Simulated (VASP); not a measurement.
# CdSi2Ge61 (a cell with a defect) in VASP: electric field gradients with PBEsol

Aim: the electric field gradients of CdSi2Ge61 (a cell with a defect) with PBEsol.

All numbers are computed with VASP 6.6.1; they aren't measurements. Logs are shortened: lines on timing, memory, paths and dates and some standing lists are left out, and cuts for length are marked.

## Step 1: The structure

The cell holds a defect, 64 atoms: a = 11.380 Å, b = 11.380 Å, c = 11.380 Å, α = 90.00°, β = 90.00°, γ = 90.00°.

The cell was built by a generator and needn't be a form met in nature.

## Step 2: Electric field gradients, PBEsol

File INCAR:

```
PREC = Accurate
ENCUT = 360
EDIFF = 1E-8
ISMEAR = 0
SIGMA = 0.02
LREAL = F
LASPH = T
NELM = 60
ALGO = Normal
ISIF = 2
LWAVE = F
LCHARG = F
GGA = PS
LEFG = T
NELECT = 266
```

File KPOINTS:

```
regular mesh
0
Gamma
  2 2 2
```

File POSCAR:

```
CdSi2Ge61                               
1.0
   11.3800000000      0.0000000000      0.0000000000
    0.0000000000     11.3800000000      0.0000000000
    0.0000000000      0.0000000000     11.3800000000
  Cd              Ge              Si            
     1    61     2
Direct
     0.0109738904442986    0.0000235664666657    0.0000663070717146
     0.0042898114999719    0.2490906715276447    0.2490208212237588
     0.2488239592099723    0.0052414215890893    0.2492021427856866
     0.2487952101517545    0.2491334238703961    0.0052541296475425
     0.1243766595629693    0.3756363241618145    0.3756193214187118
     0.3756791280150933    0.1245221432835318    0.3759235160815270
     0.3756118733902285    0.3759181533221955    0.1245429968602521
     0.0000926813804191    0.9999806312766748    0.5000089630965858
     0.9962460844581040    0.2499217827253991    0.7501902757761212
     0.2487282678885530    0.9947849185799810    0.7509550780648170
     0.2493882953147609    0.2492335764532312    0.5006125903845563
     0.1242247142384457    0.1240719435502368    0.6272426314655163
     0.1242509549167986    0.3728781883338460    0.8759951173561014
     0.3719964617835160    0.1236951036791214    0.8763639130223788
     0.3747638675663248    0.3747488835777544    0.6252653369648580
     0.0000265927854151    0.5000263918794192    0.0000721309384688
     0.9962306623613421    0.7502040062382977    0.2498573613203547
     0.2494163706450908    0.5006500292832831    0.2492906729564053
     0.2487503658896262    0.7508930337613020    0.9949039837373981
     0.1242166150110381    0.6272159634369079    0.1241472830409445
     0.1242881765954457    0.8759309093078949    0.3728018086899810
     0.3747390498367961    0.6252631112012623    0.3748257259112076
     0.3719707465851957    0.8763372573660971    0.1237368049618651
     0.9999386019308606    0.4999798207572148    0.5000171228612801
     0.0043326694918791    0.7508754901509531    0.7510261825924411
     0.2494848415568188    0.4994114837320018    0.7508440891049379
     0.2493574064334395    0.7507318553705673    0.4994374152003969
     0.1243772005545459    0.6243420388215103    0.6244378605573070
     0.3756216021093206    0.6241949323735048    0.8755958386487128
     0.3755342258144666    0.8755330335863668    0.6241524011091404
     0.5000856783584613    0.0000055595406174    0.0000489747145814
     0.4999707927253754    0.2498178818574241    0.2497978438597113
     0.7497711913597999    0.9970203939863783    0.2499462526676043
     0.7497238080804159    0.2499165121140662    0.9970524873348440
     0.6260908424364081    0.1248030209830456    0.1248370301684029
     0.6253430912950342    0.3747929966068607    0.3747950447232917
     0.8757723100791938    0.1243982279449373    0.3731501959973572
     0.8756573317453152    0.3731737098899108    0.1244233405633985
     0.4999683337053598    0.9999787467924832    0.5000750978030868
     0.4988777732727075    0.2489784369534144    0.7510445847798040
     0.7498466614983200    0.0029833742130659    0.7501730595822431
     0.7506791220143328    0.2494781304652157    0.4996443986863720
     0.6241161865308097    0.1245093959362293    0.6244377898679691
     0.6240405680200710    0.3756509391057191    0.8755283354043990
     0.8749133069970653    0.1244366166846527    0.8756808649075379
     0.8753853773631742    0.3758756114043182    0.6242232397747410
     0.4999604228167743    0.5000232646033894    0.0000786877420486
     0.4988314305695514    0.7510710378110420    0.2490788372334628
     0.7506693969340257    0.4996968301719016    0.2495822217033002
     0.7496819783320485    0.7500928749220944    0.0030780907073211
     0.6239958212264672    0.6244079512872723    0.1246526349255423
     0.6241016965624139    0.8754842662272339    0.3756857251212431
     0.8754657626302070    0.6242410974324829    0.3758612572403653
     0.8748537195437232    0.8756363801522130    0.1243798863172791
     0.5002617411108216    0.5000085248554621    0.5000197411496312
     0.4999146323430514    0.7502763476544904    0.7502579714729612
     0.7506381544860595    0.5004044188746949    0.7505872929024808
     0.7506951647024858    0.7505056115149870    0.5004642086853685
     0.6252831053772627    0.6252627450884383    0.6253050778512971
     0.6261259706241968    0.8752337031156012    0.8752382509088869
     0.8756826617293904    0.6268988868625153    0.8757130872485669
     0.8758010171115144    0.8755939114134809    0.6269297404269479
     0.1285219780824888    0.1291329736247986    0.1291876360898800
     0.1284405329131688    0.8708348602454244    0.8709606885871304
```

Potentials or basis: VASP PAW PBE potentials, release 64 (Cd, Ge, Si).

Run with:

```sh
$ cat potpaw_PBE.64/Cd/POTCAR potpaw_PBE.64/Ge/POTCAR potpaw_PBE.64/Si/POTCAR > POTCAR
$ mpirun -np 4 vasp_std > vasp.out
```

OUTCAR:

```text
PREC = Accurate
   ENCUT = 360
   EDIFF = 1E-8
   ISMEAR = 0
   LREAL = F
   LASPH = T
   NELM = 60
   ISIF = 2
   GGA = PS
   NELECT = 266

 ion  position               nearest neighbor table
   1  0.011  0.000  0.000-  64 2.47  63 2.47  54 2.53  45 2.53
   2  0.004  0.249  0.249-  63 2.39   5 2.45  38 2.48  37 2.48
   3  0.249  0.005  0.249-  63 2.39   6 2.45  21 2.48  23 2.48
   4  0.249  0.249  0.005-  63 2.39   7 2.45  14 2.48  13 2.48
   5  0.124  0.376  0.376-  24 2.45   2 2.45  18 2.47  11 2.47
   6  0.376  0.125  0.376-  39 2.45   3 2.45  11 2.47  32 2.47
[... 56 lines left out ...]
  63  0.129  0.129  0.129-   2 2.39   3 2.39   4 2.39   1 2.47
  64  0.128  0.871  0.871-  25 2.39  19 2.39  10 2.39   1 2.47

  LATTYP: Found a simple cubic cell.
 ALAT       =    11.3800000000

  Lattice vectors:

 A1 = (  11.3800000000,   0.0000000000,   0.0000000000)
 A2 = (   0.0000000000,  11.3800000000,   0.0000000000)
 A3 = (   0.0000000000,   0.0000000000,  11.3800000000)

Analysis of symmetry for initial positions (statically):
=====================================================================
 Subroutine PRICEL returns:
 Original cell was already a primitive cell.

 Routine SETGRP: Setting up the symmetry group for a
 simple cubic supercell.

 Subroutine GETGRP returns: Found  1 space group operations
 (whereof  1 operations were pure point group operations)
 out of a pool of 48 trial point group operations.

The static configuration has the point symmetry C_1 .

Analysis of symmetry for dynamics (positions and initial velocities):
=====================================================================
 Subroutine PRICEL returns:
 Original cell was already a primitive cell.

 Routine SETGRP: Setting up the symmetry group for a
 simple cubic supercell.

 Subroutine GETGRP returns: Found  1 space group operations
 (whereof  1 operations were pure point group operations)
 out of a pool of 48 trial point group operations.

The dynamic configuration has the point symmetry C_1 .

[... 1442 lines left out ...]
    144       4.7497      0.00000
    145       4.7533      0.00000
 [bands above 145 left out]

------------------------ aborting loop because EDIFF is reached ----------------------------------------

  FORCE on cell =-STRESS in cart. coord.  units (eV):
  Direction    XX          YY          ZZ          XY          YZ          ZX
  --------------------------------------------------------------------------------------
  -------------------------------------------------------------------------------------
  Total       22.9500332     22.8765415     22.8742486      0.0049719      1.1571963     -0.0239776
  in kB       24.9498027     24.8699071     24.8674145      0.0054051      1.2580296     -0.0260669
  external PRESSURE =      24.8957081 kB  Pullay stress =       0.0000000 kB

 VOLUME and BASIS-vectors are now :
 -----------------------------------------------------------------------------
  energy-cutoff  :      360.00
  volume of cell :     1473.76
      direct lattice vectors                 reciprocal lattice vectors
    11.380000000  0.000000000  0.000000000     0.087873462  0.000000000  0.000000000
     0.000000000 11.380000000  0.000000000     0.000000000  0.087873462  0.000000000
     0.000000000  0.000000000 11.380000000     0.000000000  0.000000000  0.087873462

 POSITION                                       TOTAL-FORCE (eV/Angst)
 -----------------------------------------------------------------------------------
      0.12488      0.00027      0.00075        -0.002198      0.001014     -0.000615
      0.04882      2.83465      2.83386         0.002706      0.001617      0.004621
      2.83162      0.05965      2.83592        -0.001609      0.000847     -0.002119
      2.83129      2.83514      0.05979        -0.003111      0.001682     -0.000565
      1.41541      4.27474      4.27455        -0.001507     -0.003637     -0.001393
      4.27523      1.41706      4.27801        -0.002068     -0.001975      0.004673
[... 56 lines left out ...]
      1.46258      1.46953      1.47016         0.002591      0.000159     -0.000926
      1.46165      9.91010      9.91153         0.005398      0.002127     -0.001382
 -----------------------------------------------------------------------------------
    total drift:                               -0.000597     -0.000010     -0.000005

  FREE ENERGIE OF THE ION-ELECTRON SYSTEM (eV)
  ---------------------------------------------------
  free  energy   TOTEN  =      -302.6809635226 eV

  energy  without entropy=     -302.6778075296  energy(sigma->0) =     -302.67938553

 Electric field gradients (V/A^2)
---------------------------------------------------------------------
 ion       V_xx      V_yy      V_zz      V_xy      V_xz      V_yz
---------------------------------------------------------------------
   1       2.722    -1.430    -1.293    -0.042    -0.054   -45.988
   2      -2.705     1.341     1.364    19.475    19.309   -21.574
   3       1.429    -3.134     1.705    19.190   -22.581    19.257
   4       1.444     1.703    -3.147   -22.546    19.304    19.307
   5       0.223    -0.107    -0.116    -3.499    -3.423   -10.110
   6      -0.123     0.103     0.020    -3.339    -9.609    -3.315
[... 56 lines left out ...]
  63       1.234    -0.634    -0.600   -17.720   -17.715   -18.696
  64       1.222    -0.621    -0.601    17.740    17.672   -18.724
---------------------------------------------------------------------

 Electric field gradients after diagonalization (V/A^2)
 (convention: |V_zz| > |V_xx| > |V_yy|)
----------------------------------------------------------------------
 ion       V_xx      V_yy      V_zz     asymmetry (V_yy - V_xx)/ V_zz
----------------------------------------------------------------------
   1      44.627     2.722   -47.349       0.885
   2      22.928    17.325   -40.253       0.139
   3      24.150    16.542   -40.692       0.187
   4      24.120    16.659   -40.779       0.183
   5       9.999     2.158   -12.157       0.645
   6       9.558     2.002   -11.559       0.654
[... 56 lines left out ...]
  63      18.080    18.040   -36.120       0.001
  64      18.124    18.001   -36.125       0.003
----------------------------------------------------------------------

           NMR quadrupolar parameters

 Cq : quadrupolar parameter    Cq=e*Q*V_zz/h
 eta: asymmetry parameters     (V_yy - V_xx)/ V_zz
 Q  : nuclear electric quadrupole moment in mb (millibarn)
----------------------------------------------------------------------
 ion       Cq(MHz)       eta       Q (mb)
----------------------------------------------------------------------
   1      -0.114       0.885       1.000
   2      -0.097       0.139       1.000
   3      -0.098       0.187       1.000
   4      -0.099       0.183       1.000
   5      -0.029       0.645       1.000
   6      -0.028       0.654       1.000
[... 56 lines left out ...]
  63      -0.087       0.001       1.000
  64      -0.087       0.003       1.000
----------------------------------------------------------------------
```

Run time: 22 min. Hardware: 4 MPI ranks of Intel Xeon Platinum 8488C (Sapphire Rapids), shared host; peak memory 0.46 GiB.

What came out:

* Free energy: -302.6810 eV
* Largest force: 0.009 eV/Å
* Band gap on the k mesh: 0.01 eV, direct

Forces in eV/Å, atoms in the order of the input:
```
Cd  -0.002  0.001 -0.001
Ge   0.003  0.002  0.005
Ge  -0.002  0.001 -0.002
Ge  -0.003  0.002 -0.001
Ge  -0.002 -0.004 -0.001
Ge  -0.002 -0.002  0.005
Ge  -0.003  0.001 -0.002
Ge  -0.003  0.001  0.001
Ge   0.004 -0.001  0.000
Ge  -0.001  0.001  0.002
Ge   0.001 -0.001  0.002
Ge   0.001  0.003  0.001
Ge   0.001 -0.005 -0.001
Ge  -0.003 -0.001 -0.001
Ge  -0.007 -0.004  0.004
Ge  -0.002  0.000  0.000
Ge   0.004  0.002  0.000
Ge  -0.001 -0.001 -0.001
Ge  -0.001  0.000 -0.003
Ge   0.001  0.000  0.000
Ge  -0.002 -0.001  0.000
Ge  -0.005  0.004 -0.004
Ge  -0.001  0.002  0.000
Ge   0.003  0.003  0.001
Ge  -0.001  0.001 -0.002
Ge  -0.003  0.001 -0.001
Ge   0.001  0.003  0.001
Ge   0.000 -0.002  0.002
Ge  -0.001 -0.005  0.003
Ge   0.000  0.000 -0.002
Ge  -0.004  0.000 -0.001
Ge  -0.001  0.000  0.001
Ge   0.001  0.002 -0.003
Ge   0.002 -0.002  0.000
Ge   0.001 -0.002  0.000
Ge  -0.001 -0.004 -0.001
Ge   0.000 -0.003 -0.002
Ge   0.002 -0.002 -0.002
Ge   0.003  0.002 -0.001
Ge  -0.001  0.000  0.000
Ge   0.000  0.001  0.000
Ge   0.001  0.002  0.004
Ge  -0.001 -0.004  0.004
Ge  -0.001 -0.005  0.002
Ge   0.005 -0.002  0.003
Ge   0.006 -0.004  0.000
Ge   0.001  0.002 -0.002
Ge  -0.001  0.000  0.000
Ge   0.001  0.002 -0.002
Ge   0.002  0.003 -0.001
Ge   0.002  0.003 -0.004
Ge  -0.001  0.002 -0.002
Ge   0.006  0.000  0.001
Ge   0.003  0.003 -0.001
Ge  -0.006  0.000  0.003
Ge   0.000  0.002  0.001
Ge   0.001 -0.002 -0.002
Ge  -0.001  0.000 -0.004
Ge   0.000  0.001  0.001
Ge  -0.002  0.000  0.001
Ge   0.001  0.001  0.001
Ge   0.001  0.003  0.003
Si   0.003  0.000 -0.001
Si   0.005  0.002 -0.001
```

Levels at points of the mesh, in eV from the valence-band top:
```
           k point  band 130  band 131  band 132  band 133  band 134  band 135  band 136  band 137
(0.00, 0.00, 0.00)     -0.73     -0.15     -0.01      0.00      0.01      0.11      0.11      0.11
(0.50, 0.00, 0.00)     -0.97     -0.94     -0.51     -0.46      0.42      0.44      1.17      1.22
(0.00, 0.50, 0.00)     -0.95     -0.95     -0.48     -0.48      0.42      0.44      1.17      1.21
(0.00, 0.00, 0.50)     -0.95     -0.95     -0.48     -0.48      0.42      0.44      1.17      1.21
(0.50, 0.50, 0.00)     -0.47     -0.46     -0.16     -0.15      0.95      0.95      1.02      1.04
(0.00, 0.50, 0.50)     -0.48     -0.45     -0.17     -0.14      0.93      0.97      1.01      1.03
(0.50, 0.00, 0.50)     -0.47     -0.46     -0.16     -0.15      0.95      0.95      1.02      1.04
(0.50, 0.50, 0.50)     -0.93     -0.31     -0.28     -0.26      0.46      0.48      0.48      0.49
```

Electric field gradients, principal values (V/Å²):
```csv
atom,Vxx,Vyy,Vzz
1 Cd,2.722,44.627,-47.349
2 Ge,17.325,22.928,-40.253
3 Ge,16.542,24.150,-40.692
4 Ge,16.659,24.120,-40.779
5 Ge,2.158,9.999,-12.157
6 Ge,2.002,9.558,-11.559
7 Ge,2.003,9.620,-11.623
8 Ge,1.048,1.144,-2.192
9 Ge,9.641,18.040,-27.681
10 Ge,16.629,24.123,-40.752
11 Ge,-0.060,-1.551,1.611
12 Ge,-1.378,-6.056,7.434
13 Ge,-1.291,-6.000,7.291
14 Ge,-3.355,-4.827,8.182
15 Ge,-2.110,-2.211,4.322
16 Ge,1.064,1.098,-2.162
17 Ge,9.725,18.019,-27.744
18 Ge,-0.115,-1.507,1.623
19 Ge,16.688,24.064,-40.752
20 Ge,-1.277,-6.128,7.405
21 Ge,-1.323,-6.056,7.379
22 Ge,-2.117,-2.216,4.333
23 Ge,-3.477,-4.789,8.266
24 Ge,-0.176,-1.169,1.345
25 Ge,17.207,23.040,-40.247
26 Ge,-0.185,-1.559,1.744
27 Ge,-0.061,-1.454,1.514
28 Ge,2.134,10.017,-12.152
29 Ge,2.051,9.574,-11.625
30 Ge,2.073,9.620,-11.693
31 Ge,0.715,1.360,-2.075
32 Ge,0.053,2.172,-2.225
33 Ge,10.032,16.555,-26.587
34 Ge,9.975,16.564,-26.539
35 Ge,-1.256,-5.202,6.458
36 Ge,-1.932,-2.369,4.301
37 Ge,-1.624,-5.706,7.330
38 Ge,-1.465,-5.783,7.249
39 Ge,0.234,0.788,-1.022
40 Ge,0.584,1.107,-1.691
41 Ge,10.091,16.521,-26.612
42 Ge,0.383,2.047,-2.430
43 Ge,1.518,10.193,-11.710
44 Ge,1.506,10.175,-11.681
45 Ge,39.022,39.552,-78.574
46 Ge,1.497,9.608,-11.105
47 Ge,0.270,0.777,-1.047
48 Ge,0.591,1.113,-1.704
49 Ge,0.232,2.064,-2.296
50 Ge,9.923,16.608,-26.531
51 Ge,1.450,10.099,-11.549
52 Ge,1.523,10.205,-11.729
53 Ge,1.548,9.671,-11.219
54 Ge,38.942,39.645,-78.587
55 Ge,0.061,0.515,-0.576
56 Ge,-0.013,-2.144,2.157
57 Ge,0.377,2.030,-2.406
58 Ge,0.312,2.143,-2.455
59 Ge,-1.856,-2.428,4.284
60 Ge,-1.249,-5.282,6.531
61 Ge,-1.524,-5.804,7.328
62 Ge,-1.617,-5.664,7.282
63 Si,18.040,18.080,-36.120
64 Si,18.001,18.124,-36.125
```

Caveat: the cell carries a net charge on a neutralising background, which shifts energy and pressure; the cell is charged against a uniform background, so pressure and absolute levels hang on convention; the PAW data sets were made with another functional, which shifts forces and pressure a little. PBEsol gaps usually lie below the measured ones, often by a third to a half.
